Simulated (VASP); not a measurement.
Output of a VASP run:

File OSZICAR:
```
       N       E                     dE             d eps       ncg     rms          rms(c)
DAV:   1     0.381091618021E+02    0.38109E+02   -0.10274E+04  2176   0.112E+03
DAV:   2    -0.200949766355E+02   -0.58204E+02   -0.57013E+02  2680   0.234E+02
DAV:   3    -0.217647323880E+02   -0.16698E+01   -0.16493E+01  2842   0.279E+01
DAV:   4    -0.217822150452E+02   -0.17483E-01   -0.17451E-01  2530   0.340E+00
DAV:   5    -0.217824729940E+02   -0.25795E-03   -0.25786E-03  2924   0.340E-01    0.660E+01
DAV:   6    -0.212014401759E+02    0.58103E+00   -0.54532E-01  2284   0.550E+00    0.389E+01
DAV:   7    -0.209982711976E+02    0.20317E+00   -0.88439E-01  2310   0.673E+00    0.199E+00
DAV:   8    -0.209879727712E+02    0.10298E-01   -0.57565E-02  2422   0.183E+00    0.257E-01
DAV:   9    -0.209880795136E+02   -0.10674E-03   -0.12237E-03  2956   0.276E-01    0.209E-01
DAV:  10    -0.209880719303E+02    0.75832E-05   -0.59496E-05  2474   0.628E-02    0.298E-01
DAV:  11    -0.209880705026E+02    0.14277E-05   -0.77454E-06  2734   0.217E-02    0.226E-02
DAV:  12    -0.209880709000E+02   -0.39734E-06   -0.71566E-07  1664   0.718E-03
   1 F= -.20988071E+02 E0= -.20988000E+02  d E =-.209881E+02
       N       E                     dE             d eps       ncg     rms          rms(c)
DAV:   1    -0.214250854622E+02   -0.43701E+00   -0.11117E+01  2128   0.294E+01    0.773E+00
DAV:   2    -0.210937298524E+02    0.33136E+00   -0.64036E-01  2152   0.684E+00    0.220E+00
DAV:   3    -0.209894865885E+02    0.10424E+00   -0.21078E-01  2194   0.365E+00    0.122E+00
DAV:   4    -0.209800204731E+02    0.94661E-02   -0.20683E-02  2460   0.118E+00    0.103E+00
DAV:   5    -0.209788684359E+02    0.11520E-02   -0.27036E-03  2566   0.325E-01    0.166E-01
DAV:   6    -0.209788927424E+02   -0.24306E-04   -0.91210E-05  2898   0.682E-02    0.557E-02
DAV:   7    -0.209788879186E+02    0.48237E-05   -0.25048E-06  2446   0.117E-02    0.988E-03
DAV:   8    -0.209788878589E+02    0.59777E-07   -0.11475E-07  1424   0.272E-03
   2 F= -.20978888E+02 E0= -.20978527E+02  d E =0.918304E-02
       N       E                     dE             d eps       ncg     rms          rms(c)
DAV:   1    -0.211396745468E+02   -0.16079E+00   -0.33915E+00  2128   0.162E+01    0.455E+00
DAV:   2    -0.210392921820E+02    0.10038E+00   -0.20999E-01  2164   0.383E+00    0.122E+00
DAV:   3    -0.210085830139E+02    0.30709E-01   -0.55948E-02  2200   0.182E+00    0.571E-01
DAV:   4    -0.210046166037E+02    0.39664E-02   -0.90022E-03  2356   0.756E-01    0.462E-01
DAV:   5    -0.210043281791E+02    0.28842E-03   -0.75172E-04  2680   0.167E-01    0.902E-02
DAV:   6    -0.210043300389E+02   -0.18598E-05   -0.26845E-05  2704   0.376E-02    0.399E-02
DAV:   7    -0.210043291797E+02    0.85916E-06   -0.98199E-07  1768   0.759E-03
   3 F= -.21004329E+02 E0= -.21004117E+02  d E =-.162583E-01
       N       E                     dE             d eps       ncg     rms          rms(c)
DAV:   1    -0.210043632156E+02   -0.33177E-04   -0.88168E-04  2164   0.261E-01    0.675E-02
DAV:   2    -0.210043366052E+02    0.26610E-04   -0.53350E-05  2254   0.613E-02    0.198E-02
DAV:   3    -0.210043286253E+02    0.79799E-05   -0.14966E-05  2260   0.300E-02    0.878E-03
DAV:   4    -0.210043277302E+02    0.89513E-06   -0.20073E-06  1520   0.120E-02
   4 F= -.21004328E+02 E0= -.21004114E+02  d E =-.162568E-01
```

### OUTCAR
```
------------------------ aborting loop because EDIFF is reached ----------------------------------------
  FORCE on cell =-STRESS in cart. coord.  units (eV):
  Direction    XX          YY          ZZ          XY          YZ          ZX
  --------------------------------------------------------------------------------------
  Total        0.0149219      0.0149219     -0.0081930      0.0000000     -0.0000000      0.0000000
  in kB        0.5551801      0.5551801     -0.3048268      0.0000000     -0.0000000      0.0000000
  external PRESSURE =       0.2685111 kB  Pullay stress =       0.0000000 kB
  volume of cell :       43.06
      direct lattice vectors                 reciprocal lattice vectors
     1.578130204 -2.733401657 -0.000000000     0.316830638 -0.182922257  0.000000000
     1.578130204  2.733401657  0.000000000     0.316830638  0.182922257 -0.000000000
     0.000000000  0.000000000  4.991429886     0.000000000 -0.000000000  0.200343393
 POSITION                                       TOTAL-FORCE (eV/Angst)
 -----------------------------------------------------------------------------------
      1.57813      0.91114      1.24786         0.000000     -0.000000      0.000000
      1.57813     -0.91114      3.74357        -0.000000      0.000000      0.000000
 -----------------------------------------------------------------------------------
    total drift:                               -0.000004      0.000177     -0.000016
  FREE ENERGIE OF THE ION-ELECTRON SYSTEM (eV)
  ---------------------------------------------------
  free  energy   TOTEN  =       -21.0043277302 eV

  energy  without entropy=      -21.0036858392  energy(sigma->0) =      -21.00411377

 reached required accuracy - stopping structural energy minimisation
```
(Selected blocks of OUTCAR.)

File POSCAR:
```
Hf
1
    1.5950000000    -2.7626210000     0.0000000000
    1.5950000000     2.7626210000     0.0000000000
    0.0000000000     0.0000000000     5.0500000000
Hf
2
Direct
  0.3333330000   0.6666670000   0.2500000000
  0.6666670000   0.3333330000   0.7500000000
```

**Question.** Reconstruct the remaining input files.

**Answer.** Several could match; the one computed here: the input of the run itself, PBEsol GGA, plane waves, VASP's PBE PAW potentials (set 64).

**INCAR**
```
SYSTEM = Hf
PREC = Accurate
ENCUT = 400
EDIFF = 1E-6
NELM = 100
ALGO = Normal
LREAL = .FALSE.
LASPH = .TRUE.
ISMEAR = 1
SIGMA = 0.1
GGA = PS
LMAXMIX = 6
LWAVE = .FALSE.
LCHARG = .FALSE.
IBRION = 2
ISIF = 3
NSW = 60
EDIFFG = -0.01
```

### KPOINTS
```
Automatic mesh
0
Gamma
12 12 7
0 0 0
```

POTCAR, in this order: Hf_pv (PBE.64 set). Program: vasp_std.

Energy and stress use the plane-wave basis of the starting cell.

The compound is Hf in the hcp structure. This run relaxes it. Symmetry was kept, so distortions that lower it aren't found.
